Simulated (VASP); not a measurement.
Level of theory: vdW-DF2, VASP's PBE PAW potentials (set 64) (plane waves; VASP).

Input for VASP

File KPOINTS:
```
kpoints
0
G
  8 8 8
0 0 0
```

File POSCAR:
```
CaO
1.0
  0.0000000000   2.4440814451   2.4440814451
  2.4440814451   0.0000000000   2.4440814451
  2.4440814451   2.4440814451   0.0000000000
Ca O
1 1
Cartesian
  0.0000000000   0.0000000000   0.0000000000
  2.4440814451   2.4440814451   2.4440814451
```

### INCAR
```
! general
SYSTEM    =  CaO
PREC      =  Accurate
ENCUT     =  520
LREAL     =  .FALSE.
LASPH     =  .TRUE.

! electronic loop
EDIFF     =  1E-6
NELM      =  100
ALGO      =  Normal

! smearing
ISMEAR    =  0
SIGMA     =  0.05

! functional
GGA       =  ML
LUSE_VDW  =  .TRUE.
AGGAC     =  0.0
ZAB_VDW   =  -1.8867

! ions
IBRION    =  2
NSW       =  60
ISIF      =  3
EDIFFG    =  -0.01

! output
LWAVE     =  .FALSE.
LCHARG    =  .FALSE.
```

POTCAR, in this order: Ca_sv O (PBE.64 set). Program: vasp_std.

Output

File OSZICAR:
```
       N       E                     dE             d eps       ncg     rms          rms(c)
DAV:   1     0.139751843271E+03    0.13975E+03   -0.88433E+03   696   0.137E+03
DAV:   2    -0.399612617019E+01   -0.14375E+03   -0.13452E+03   808   0.338E+02
DAV:   3    -0.113115890403E+02   -0.73155E+01   -0.72597E+01   876   0.787E+01
DAV:   4    -0.115676598666E+02   -0.25607E+00   -0.25565E+00  1052   0.137E+01
DAV:   5    -0.115743622184E+02   -0.67024E-02   -0.67023E-02   852   0.179E+00    0.992E+00
DAV:   6    -0.926584938157E+01    0.23085E+01   -0.13491E+01   796   0.321E+01    0.402E+00
DAV:   7    -0.921002470851E+01    0.55825E-01   -0.11278E+00   904   0.990E+00    0.179E+00
DAV:   8    -0.919836356364E+01    0.11661E-01   -0.14361E-01   736   0.407E+00    0.476E-01
DAV:   9    -0.919510556458E+01    0.32580E-02   -0.28122E-02   876   0.133E+00    0.124E-01
DAV:  10    -0.919571819358E+01   -0.61263E-03   -0.32198E-03   732   0.564E-01    0.518E-02
DAV:  11    -0.919582113150E+01   -0.10294E-03   -0.15067E-03   784   0.311E-01    0.688E-02
DAV:  12    -0.919573199534E+01    0.89136E-04   -0.43308E-04   848   0.185E-01    0.495E-03
DAV:  13    -0.919572957600E+01    0.24193E-05   -0.13737E-05   816   0.414E-02    0.179E-03
DAV:  14    -0.919572871304E+01    0.86296E-06   -0.18404E-06   712   0.146E-02
   1 F= -.91957287E+01 E0= -.91957287E+01  d E =-.919573E+01
```

**OUTCAR**
```
------------------------ aborting loop because EDIFF is reached ----------------------------------------
  FORCE on cell =-STRESS in cart. coord.  units (eV):
  Direction    XX          YY          ZZ          XY          YZ          ZX
  --------------------------------------------------------------------------------------
  Total        0.0111517      0.0111517      0.0111517     -0.0000000      0.0000000      0.0000000
  in kB        0.6118942      0.6118942      0.6118942     -0.0000000      0.0000000      0.0000000
  external PRESSURE =       0.6118942 kB  Pullay stress =       0.0000000 kB
  volume of cell :       29.20
      direct lattice vectors                 reciprocal lattice vectors
     0.000000000  2.444081445  2.444081445    -0.204575834  0.204575834  0.204575834
     2.444081445  0.000000000  2.444081445     0.204575834 -0.204575834  0.204575834
     2.444081445  2.444081445  0.000000000     0.204575834  0.204575834 -0.204575834
  FREE ENERGIE OF THE ION-ELECTRON SYSTEM (eV)
  ---------------------------------------------------
  free  energy   TOTEN  =        -9.1957287130 eV

  energy  without entropy=       -9.1957287130  energy(sigma->0) =       -9.19572871

 reached required accuracy - stopping structural energy minimisation
```
(Selected blocks of OUTCAR.)

The compound is CaO in the rock salt structure. It was relaxed first. The start is the result of an earlier pass.
